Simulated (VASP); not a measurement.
Data:

```yaml
crystal:
  lattice:
    - [1.38608, -2.40075, 0.00000]
    - [1.38608, 2.40075, 0.00000]
    - [0.00000, 0.00000, 4.44071]
  atoms:
    - { symbol: Tc, position: [0.33333, 0.66667, 0.25000] }
    - { symbol: Tc, position: [0.66667, 0.33333, 0.75000] }
```

These are PBEsol GGA, VASP's PBE PAW potentials (set 64) (plane waves; VASP 6.6.1) values and carry that method's errors. Settings: 480 eV cut-off, 14×14×8 Γ-centred mesh, first-order Methfessel-Paxton smearing of 0.10 eV, potentials Tc_pv.

### Question
Give the stress tensor in GPa (positive for a compressed cell).

### Answer

```
-16.52    0.00    0.00
  0.00  -16.52    0.00
  0.00    0.00  -16.69
```
The pressure is its mean diagonal, -16.58 GPa.

The compound is Tc in the hcp structure. This cell was strained or had an atom moved on purpose.
